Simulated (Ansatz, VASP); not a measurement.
## Pd: VASP beside Ansatz

Aim: how closely do two programs agree when they are given the same cell, functional and k mesh? The structure shown is the end of the Ansatz relaxation below.

Calculated with Ansatz 0.2.0; plane waves, with VASP 6.6.1 beside it; single point at PBEsol.

### 1. The structure

Symmetry: I4/mmm, No. 139, tetragonal system. The conventional cell has a = 2.713 Å, b = 2.713 Å, c = 3.935 Å, α = 90.00°, β = 90.00°, γ = 90.00°. Nearest to Pd lie 12 Pd at 2.71 to 2.75 Å.

### 2. Ansatz: relaxation, PBEsol

Ansatz runs on its PAW soft_1 files.

This run makes the geometry at which the two programs are then compared.

The input, input.yaml:

```yaml
crystal:
  lattice:
    - [2.71323657, 0.0, 0.0]
    - [0.0, 2.71323657, 0.0]
    - [0.0, 0.0, 3.899109124]
  atoms:
    - { symbol: Pd, position: [0.0, 0.0, 0.0] }
    - { symbol: Pd, position: [0.5, 0.5, 0.5] }
kpoints:
  mp_grid: { grid: [16, 16, 11] }
scf:
  occupations: { method: fermi_dirac, width: 0.05 }
hamiltonian:
  xc: pbesol
  pseudopotentials: { kind: paw, azcp: { folder: soft_1 }, xc_functional: pbe }
basis:
  ecutwfc: 600
output:
  forces: true
  stress: true
relax:
  f_tol: 0.005
  max_steps: 70
  cell: { stress_tol: 0.02, p_target: 0, fix: [a, b, alpha, beta, gamma] }
```

Started as:

```console
$ ansatz run input.yaml --threads 4 --pin off --max-ram 10240MiB --backend cpu --events-out ev --progress --plain --runs-dir out
```

Numbers of over 12 decimals in the logs are rounded to 6 here.

The log of the run:

```text
Engine: ansatz 0.2.0, aarch64-unknown-linux-gnu
Pseudopotentials: kind: paw
Pseudopotential: Pd, paw, valence charge 18, recommended cutoff 420 eV (normal), soft_1/Pd.paw.azcp
Functional definition: PBEsol
  exchange = pbesol_x
  correlation = pbesol_c
Crystal: 2 atoms, lattice volume = 28.704 Å³
Basis set: ecut = 600 eV, 983 PW (Γ), exchange–correlation on 48×48×64 points (8 copies of the dense FFT grid, shifted against one another)
Bands: 22, of which v1, the nominal top of the filled ones, is band 18 counted from 1 (17 counted from 0)
Symmetry: 32 space group operations
Space group: I4/mmm (ITA 139), of the structure as read, at distance tolerance 3.1e-5 Å
k-points: 270 of 2816
Non-local potential: Pd, projectors of the file, l = 0: 2, l = 1: 2, l = 2: 2, l = 3: 1
PAW form: soft (Blöchl's): semilocal exchange-correlation on the pseudo side does not see the compensation charge
PAW frozen core: Pd, regenerated for the run's functional, and the local potential with it (the file was generated under x = pbe(κ = 0.804, μ = 0.219515), c = pbe(β = 0.066725))
PAW one-centre angular grid: Pd, 590 points (default); XC on 64 Gauss nodes
Initial density: superposition of atomic densities (chi_scale 0.1, normalization cell)
Initial wavefunctions: pseudopotential atomic-orbital guess
Functional: x = pbesol(κ = 0.804, μ = 0.123457), c = pbesol(β = 0.046)
SCF iter   1: F=—  HF=-13815.636328 eV  |F-HF|=—  |Δ(HF+E_count)|=         —  Δρ=1.69e-1  dr2=8.13e0  ethr=3.10e-3  ⟨swp⟩=5.1  Hψ=22614  notcnv=0
preconditioner: auto → Kerker (q_TF=auto, 2.833 Å⁻¹)  [metal: Δε(μ)=0.008 eV  Ē_g=9.238 eV  σ=0.050 eV  W_gap=0.04  n_scr=14 (ndim 8)  ℏωp=31.0 eV  f_vac=0.000  D(μ)=4.56/eV (n_scr^D=74)]
SCF iter   2: F=—  HF=-13813.892237 eV  |F-HF|=—  |Δ(HF+E_count)|=    1.74e0  Δρ=7.87e-2  dr2=1.76e0  ethr=3.10e-3  ⟨swp⟩=2.3  Hψ=12405  notcnv=0
SCF iter   3: F=—  HF=-13813.421051 eV  |F-HF|=—  |Δ(HF+E_count)|=   4.71e-1  Δρ=1.42e-2  dr2=3.71e-2  ethr=3.10e-3  ⟨swp⟩=2.1  Hψ=9956  notcnv=0
SCF iter   4: F=—  HF=-13813.420684 eV  |F-HF|=—  |Δ(HF+E_count)|=   3.66e-4  Δρ=2.56e-3  dr2=1.28e-3  ethr=1.03e-4  ⟨swp⟩=2.2  Hψ=9540  notcnv=0
SCF iter   5: F=—  HF=-13813.420797 eV  |F-HF|=—  |Δ(HF+E_count)|=   1.12e-4  Δρ=4.87e-4  dr2=5.44e-5  ethr=3.54e-6  ⟨swp⟩=1.2  Hψ=6356  notcnv=0
SCF iter   6: F=—  HF=-13813.420789 eV  |F-HF|=—  |Δ(HF+E_count)|=   7.26e-6  Δρ=1.31e-4  dr2=2.90e-6  ethr=1.51e-7  ⟨swp⟩=2.1  Hψ=9944  notcnv=0
SCF iter   7: F=—  HF=-13813.420789 eV  |F-HF|=—  |Δ(HF+E_count)|=   5.35e-7  Δρ=2.53e-5  dr2=1.40e-7  ethr=8.05e-9  ⟨swp⟩=2.6  Hψ=10313  notcnv=0
SCF iter   8: F=-13813.420789 eV  HF=-13813.420789 eV  |F-HF|=2.86e-10  |Δ(HF+E_count)|=   1.40e-8  Δρ=3.53e-6  dr2=1.32e-9  ethr=2.78e-10  ⟨swp⟩=3.9  Hψ=18402  notcnv=0
SCF 1 converged in 8 iterations: F = -13813.420789 eV  dr2 = 1.32e-9
  greatest PAW one-centre occupation: 0.999 electrons in one spin orbital (limit 2), on the Pd atom at site 1 (counted from 0), in its partial waves of l = 0
relax step   1: F+E_penalty+E_count = -13813.42078888 eV  Δ(F+E_penalty+E_count) = +0.000e0 eV  max|allowed force component| = 3.944e-30 eV/Å  Δτ_max = 0.0000 Å  P = +2.951 GPa  Ω = 28.704 Å³  fix = [a, b, alpha, beta, gamma]  reactions: a +3.241, b +3.241 GPa  (8 SCF iters, dr2 threshold 1.00e-7 eV, accepted)
[...]
relax step   2: F+E_penalty+E_count = -13813.42262177 eV  Δ(F+E_penalty+E_count) = -1.833e-3 eV  max|allowed force component| = 8.998e-30 eV/Å  Δτ_max = 0.0000 Å  P = +0.722 GPa  Ω = 29.009 Å³  energy of the carried Pulay correction = -3.232e-5 eV  fix = [a, b, alpha, beta, gamma]  reactions: a +1.271, b +1.271 GPa  (6 SCF iters, dr2 threshold 2.00e-7 eV, accepted)
[...]
relax step   3: F+E_penalty+E_count = -13813.42267682 eV  Δ(F+E_penalty+E_count) = -5.505e-5 eV  max|allowed force component| = 9.664e-30 eV/Å  Δτ_max = 0.0000 Å  P = +1.017 GPa  Ω = 28.967 Å³  energy of the carried Pulay correction = -2.793e-5 eV  fix = [a, b, alpha, beta, gamma]  reactions: a +1.532, b +1.532 GPa  (6 SCF iters, dr2 threshold 2.00e-7 eV, accepted)
[...]
relax step   4: F+E_penalty+E_count = -13813.42270511 eV  Δ(F+E_penalty+E_count) = -2.829e-5 eV  max|allowed force component| = 7.889e-31 eV/Å  Δτ_max = 0.0000 Å  P = +1.016 GPa  Ω = 28.967 Å³  fix = [a, b, alpha, beta, gamma]  reactions: a +1.531, b +1.531 GPa  stress off target by 1.30e-2 GPa on what of the cell is left free  SCF on the basis re-selected at this cell (its energy is not comparable with the rows above)  (8 SCF iters)
basis re-selected at this cell: Δ(F+E_penalty+E_count) = -2.829e-5 eV, ΔP = -0.001 GPa vs the last step (what re-selecting the basis moved, of the pressure what is left beyond the Pulay correction that the steps carried, after the strain that the cell walked since its last selection, with what the two solves' SCF thresholds leave and, on support functions, any second-order correction that the steps lacked; it is no m [...]
SCF converged after 8 iterations
Free energy (F): -13813.422705 eV
Harris-Foulkes:  -13813.422705 eV  (|F-HF|=1.82e-12)
Internal energy: -13813.386597 eV  (E = F + TS)
E sigma→0 (E₀):  -13813.404651 eV
Entropy (-TS):   -0.036108 eV (-18.054 meV/atom)
Fermi energy:    19.972737 eV
--- Per-component energies (eV) ---
  E_band       = -269.760390
  E_kinetic    = 897.203906
  E_local      = -3614.939025  (includes V_loc(G=0)·N_el)
  E_nonlocal   = 744.646226
  E_hartree    = 1452.965012
  E_xc         = -275.988191
  E_vxc        = -350.325119  (∫ρ·V_xc dr)
  E_paw        = -7489.794400  (= ΣΔE_a)
  E_vpaw       = -852.276559  (= ΣTr[D̂ρ^β])
  E_aug_tail   = 0.000157  (compensation charges beyond the density's cutoff)
  E_ewald      = -5528.085333
  E_core_change = 0.605050  (= ΣΔE_core)
  E_smearing   = -0.036108  (= −TS)
  E_closure    = -0.000000  (closes the sum)
  Σ components = -13813.422705   (vs F -13813.422705, Δ=0.00e0)
--- Forces (eV/Å), atoms counted from 1 ---
  atom   1  Pd    -0.00000000     0.00000000     0.00000000
  atom   2  Pd    -0.00000000     0.00000000    -0.00000000
  max |Σ_I F_I| component: 6.85e-30 eV/Å
--- Stress (GPa, compression-positive) ---
        1.530720       0.000000       0.000000
        0.000000       1.530720       0.000000
        0.000000       0.000000      -0.013009
  P = ⅓ Tr σ = 1.0161 GPa (10.161 kbar)
--- Relaxed structure (3 steps of the walk, 3 accepted, 1 SCFs on fresh bases) ---
  F+E_penalty+E_count = -13813.42270511 eV   max|allowed force component| = 7.889e-31 eV/Å   (the final SCF, on the basis selected at the relaxed cell)
  cell:  # Å, volume = 28.9668 Å³
    - [2.71323657, 0, 0.0]
    - [0, 2.71323657, 0.0]
    - [0.0, 0.0, 3.934822]
  atoms:
    - { symbol: Pd, position: [0.0, 0.0, 0.0] }
    - { symbol: Pd, position: [0.5, 0.5, 0.500000] }
```

The column dr2 measures how far the density is from self-consistency, as an energy; F and HF (Harris–Foulkes) agree once it is small.

### 3. VASP: single point, PBEsol, pair 1

The same cell, functional, mesh and smearing now go to VASP, with its own data sets.

Lines of VASP's logs that name or quote its potential files are left out, and so is its time.

The input, INCAR:

```
SYSTEM = Pd
PREC = Accurate
ENCUT = 500
EDIFF = 1E-06
NELM = 120
ISMEAR = -1
SIGMA = 0.05
LREAL = .FALSE.
ALGO = Normal
GGA = PS
NBANDS = 16
LASPH = .TRUE.
LORBIT = 11
LWAVE = .FALSE.
LCHARG = .FALSE.
ISIF = 2
GGA_COMPAT = .FALSE.
KPAR = 2
```

The input, POSCAR:

```
Pd
1.0
    2.7132365700      0.0000000000      0.0000000000
    0.0000000000      2.7132365700      0.0000000000
    0.0000000000      0.0000000000      3.9348215742
Pd
2
Direct
    0.0000000000      0.0000000000      0.0000000000
    0.5000000000      0.5000000000      0.5000000000
```

The input, KPOINTS:

```
Automatic mesh
0
Gamma
16 16 11
0 0 0
```

Potentials, in the order of the species: Pd (PBE family, release 64).

Started as:

```console
$ mpirun -np 2 vasp_std
```

The log of the run:

```text
[banner, memory and clock lines left out]
running    2 mpi-ranks, on    1 nodes
 distrk:  each k-point on    1 cores,    2 groups
 distr:  one band on    1 cores,    1 groups

 POSCAR found type information on POSCAR Pd
 POSCAR found :  1 types and       2 ions
|                                                                             |
|               ----> ADVICE to this user running VASP <----                  |
|                                                                             |
|     You enforced a specific xc type in the INCAR file but a different       |
|     [... a line on the potential file left out ...]
|     I HOPE YOU KNOW WHAT YOU ARE DOING!                                     |
|                                                                             |

 LDA part: xc-table for (Slater+PW92), standard interpolation
 POSCAR, INCAR and KPOINTS ok, starting setup
 FFT: planning ... GRIDC
 FFT: planning ... GRID_SOFT
 FFT: planning ... GRID
 WAVECAR not read
 entering main loop
       N       E                     dE             d eps       ncg     rms          rms(c)
DAV:   1     0.104524687234E+03    0.10452E+03   -0.98701E+03  8640   0.117E+03
DAV:   2    -0.113054166175E+02   -0.11583E+03   -0.11027E+03  9592   0.262E+02
DAV:   3    -0.127053696186E+02   -0.14000E+01   -0.13959E+01 11016   0.332E+01
DAV:   4    -0.127145506882E+02   -0.91811E-02   -0.91806E-02 10680   0.254E+00
DAV:   5    -0.127146972133E+02   -0.14653E-03   -0.14652E-03 11088   0.325E-01    0.124E+01
DAV:   6    -0.119733547621E+02    0.74134E+00   -0.17324E+00  9536   0.138E+01    0.552E+00
DAV:   7    -0.119454370434E+02    0.27918E-01   -0.18740E-02 11064   0.125E+00    0.277E+00
DAV:   8    -0.119368081368E+02    0.86289E-02   -0.25628E-03 10168   0.423E-01    0.163E-01
DAV:   9    -0.119367858449E+02    0.22292E-04   -0.39942E-05 11440   0.570E-02    0.235E-02
DAV:  10    -0.119367942425E+02   -0.83976E-05   -0.38971E-06 10768   0.173E-02    0.373E-03
DAV:  11    -0.119367939519E+02    0.29059E-06   -0.67464E-08  6568   0.286E-03
   1 F= -.11936794E+02 E0= -.11918730E+02  d E =-.361274E-01
```

Parts of OUTCAR (step 3):

```text
ion  position               nearest neighbor table
   1  0.000  0.000  0.000-   2 2.75   2 2.75   2 2.75   2 2.75   2 2.75   2 2.75   2 2.75   2 2.75

  LATTYP: Found a simple tetragonal cell.
 ALAT       =     2.7132365700
 C/A-ratio  =     1.4502316597

 Subroutine GETGRP returns: Found 16 space group operations
 (whereof 16 operations were pure point group operations)

The static configuration has the point symmetry D_4h.

 Found    270 irreducible k-points:

   k-points           NKPTS =    270   k-points in BZ     NKDIM =    270   number of bands    NBANDS=     16

   dimension x,y,z NGX =    20 NGY =   20 NGZ =   30
   dimension x,y,z NGXF=    40 NGYF=   40 NGZF=   60

   ENCUT  =  500.0 eV  36.75 Ry    6.06 a.u.   4.95  4.95  7.17*2*pi/ulx,y,z

   NELECT =      20.0000    total number of electrons

 k-points in reciprocal lattice and weights: Automatic mesh
   0.00000000  0.00000000  0.00000000       0.000
   0.06250000  0.00000000  0.00000000       0.001
   0.12500000  0.00000000  0.00000000       0.001
   0.18750000  0.00000000  0.00000000       0.001
   0.25000000  0.00000000  0.00000000       0.001
   0.31250000  0.00000000  0.00000000       0.001
   0.37500000  0.00000000  0.00000000       0.001
   0.43750000  0.00000000  0.00000000       0.001
   0.50000000  0.00000000  0.00000000       0.001
[...]
0.50000000  0.43750000  0.45454545       0.003
   0.50000000  0.50000000  0.45454545       0.001

 average (electrostatic) potential at core
       1 -70.2283       2 -70.2283

 E-fermi :   9.9464

 k-point     1 :       0.0000    0.0000    0.0000
  band No.  band energies     occupation
    ...
      5       7.0841      2.00000
      6       7.0841      2.00000
      7       8.5454      2.00000
      8       8.8057      2.00000
      9       9.9069      1.37607
     10      10.2362      0.00607
     11      10.2362      0.00607
     12      12.8545      0.00000
     13      20.3875      0.00000
     14      23.4639      0.00000
    ...

 k-point     2 :       0.0625    0.0000    0.0000
  band No.  band energies     occupation
    ...
      6       7.1144      2.00000
      7       8.5524      2.00000
      8       8.7651      2.00000
      9       9.8290      1.82571
     10       9.8786      1.59002
     11      10.2073      0.01079
     12      13.3075      0.00000
     13      20.3674      0.00000
     14      22.9236      0.00000
     15      23.6593      0.00000
    ...

 k-point     3 :       0.1250    0.0000    0.0000
  band No.  band energies     occupation
    ...
      6       7.2043      2.00000
      7       8.5872      2.00000
      8       8.6524      2.00000
      9       9.1726      2.00000
     10       9.6138      1.99742
     11      10.1213      0.05873
     12      14.3000      0.00000
     13      20.2925      0.00000
     14      21.6663      0.00000
     15      24.2254      0.00000
    ...

  Total        0.2370480      0.2370480     -0.0397992      0.0000000      0.0000000     -0.0000000
  in kB       13.1113253     13.1113253     -2.2013277      0.0000000      0.0000000     -0.0000000
  external PRESSURE =       8.0071077 kB  Pullay stress =       0.0000000 kB

  energy-cutoff  :      500.00
  volume of cell :       28.97
      direct lattice vectors                 reciprocal lattice vectors
     2.713236570  0.000000000  0.000000000     0.368563512  0.000000000  0.000000000
     0.000000000  2.713236570  0.000000000     0.000000000  0.368563512  0.000000000
     0.000000000  0.000000000  3.934821574     0.000000000  0.000000000  0.254141130

 POSITION                                       TOTAL-FORCE (eV/Angst)
 -----------------------------------------------------------------------------------
      0.00000      0.00000      0.00000        -0.000000     -0.000000      0.000000
      1.35662      1.35662      1.96741         0.000000      0.000000      0.000000
 -----------------------------------------------------------------------------------
    total drift:                               -0.000000      0.000000      0.000000

  FREE ENERGIE OF THE ION-ELECTRON SYSTEM (eV)
  ---------------------------------------------------
  free  energy   TOTEN  =       -11.9367939519 eV

  energy  without entropy=      -11.9006665507  energy(sigma->0) =      -11.91873025

 total charge
# of ion       s       p       d       tot
------------------------------------------
    1        0.491   0.502   8.472   9.465
    2        0.491   0.502   8.472   9.465
--------------------------------------------------
tot          0.982   1.005  16.944  18.931

[... 3 further parts left out ...]
```

The run ends at a pressure of 0.80 GPa.

### 4. Comparison

Known differences besides the potentials themselves: the data sets hold 36 valence electrons in Ansatz (on its PAW soft_1 files) and 20 in VASP; the cutoff is 600 eV in Ansatz and 500 eV in VASP; Ansatz makes its cores anew for this functional, VASP keeps those of its PBE data sets; Ansatz's pressure holds a Pulay correction, VASP's none. Total energies have different zeros and are not compared.

The two programs side by side:

| quantity | Ansatz | VASP | difference |
| --- | --- | --- | --- |
| pressure (GPa) | 1.02 | 0.80 | +0.22 |

### 5. Ansatz: relaxation, PBEsol

This run makes the geometry at which the two programs are then compared. The cell compared in this pair holds 29.13 Å³, against 28.97 Å³ for the pair before.

The structure compared here is the end of the Ansatz relaxation.

input.yaml: that of step 2 with these lines changed.

```diff
@@ -2,5 +2,5 @@
   lattice:
-    - [2.71323657, 0.0, 0.0]
-    - [0.0, 2.71323657, 0.0]
-    - [0.0, 0.0, 3.899109124]
+    - [2.740643, 0.0, 0.0]
+    - [0.0, 2.740643, 0.0]
+    - [0.0, 0.0, 3.875854]
   atoms:
```

Started as:

```console
$ ansatz run input.yaml --threads 4 --pin off --max-ram 10240MiB --backend cpu --events-out ev --progress --plain --runs-dir out
```

The log of the run:

```text
[...]
Crystal: 2 atoms, lattice volume = 29.112 Å³
Basis set: ecut = 600 eV, 999 PW (Γ), exchange–correlation on 48×48×64 points (8 copies of the dense FFT grid, shifted against one another)
Bands: 22, of which v1, the nominal top of the filled ones, is band 18 counted from 1 (17 counted from 0)
Symmetry: 32 space group operations
[...]
k-points: 270 of 2816
[...]
-0.270601      -0.000000       0.000000
       -0.000000      -0.270601      -0.000000
        0.000000      -0.000000      -0.000116
  P = ⅓ Tr σ = -0.1804 GPa (-1.804 kbar)
--- Relaxed structure (3 steps of the walk, 3 accepted, 1 SCFs on fresh bases) ---
[...]
cell:  # Å, volume = 29.1302 Å³
    - [2.740643, 0, 0.0]
    - [0, 2.740643, 0.0]
    - [0.0, 0.0, 3.878279]
  atoms:
    - { symbol: Pd, position: [0.0, 0.0, 0.0] }
    - { symbol: Pd, position: [0.5, 0.5, 0.500000] }
[key lines of the parts left out:]
SCF converged after 7 iterations
Free energy (F): -13813.424911 eV
Fermi energy:    19.821447 eV
```

### 6. VASP: single point, PBEsol, pair 2

The same cell, functional, mesh and smearing now go to VASP, with its own data sets.

INCAR is that of step 3.

The input, POSCAR:

```
Pd
1.0
    2.7406430000      0.0000000000      0.0000000000
    0.0000000000      2.7406430000      0.0000000000
    0.0000000000      0.0000000000      3.8782793135
Pd
2
Direct
    0.0000000000      0.0000000000      0.0000000000
    0.5000000000      0.5000000000      0.5000000000
```

KPOINTS is that of step 3.

Started as:

```console
$ mpirun -np 2 vasp_std
```

The log of the run:

```text
[banner, memory and clock lines left out]
running    2 mpi-ranks, on    1 nodes
[...]
[... a notice as in an earlier step ...]

 LDA part: xc-table for (Slater+PW92), standard interpolation
 POSCAR, INCAR and KPOINTS ok, starting setup
[...]
entering main loop
       N       E                     dE             d eps       ncg     rms          rms(c)
DAV:   1     0.103729250762E+03    0.10373E+03   -0.99100E+03  8640   0.117E+03
DAV:   2    -0.113239608929E+02   -0.11505E+03   -0.10952E+03  9512   0.260E+02
DAV:   3    -0.127070854256E+02   -0.13831E+01   -0.13785E+01 11032   0.328E+01
DAV:   4    -0.127160118162E+02   -0.89264E-02   -0.89259E-02 10600   0.249E+00
[...]
DAV:   9    -0.119387878044E+02    0.15699E-04   -0.33355E-05 11464   0.495E-02    0.195E-02
DAV:  10    -0.119387961455E+02   -0.83411E-05   -0.35870E-06 10792   0.165E-02    0.232E-03
DAV:  11    -0.119387959862E+02    0.15928E-06   -0.48674E-08  6256   0.209E-03
   1 F= -.11938796E+02 E0= -.11920453E+02  d E =-.366850E-01
```

(Continued in part 2 of 2.)

[Lines on the potential files, build, host, timing and source positions are cut from VASP's logs without a mark.]

[Logs are printed without paths, hosts, clocks, repeated set-up lines and the standing remarks that a program may print on its own settings, such as how far it seeks lower states.]

[Hosts, paths, dates, database ids (printed as entryN), source tags and the programs' standing remarks are cut or masked in the printed files.]
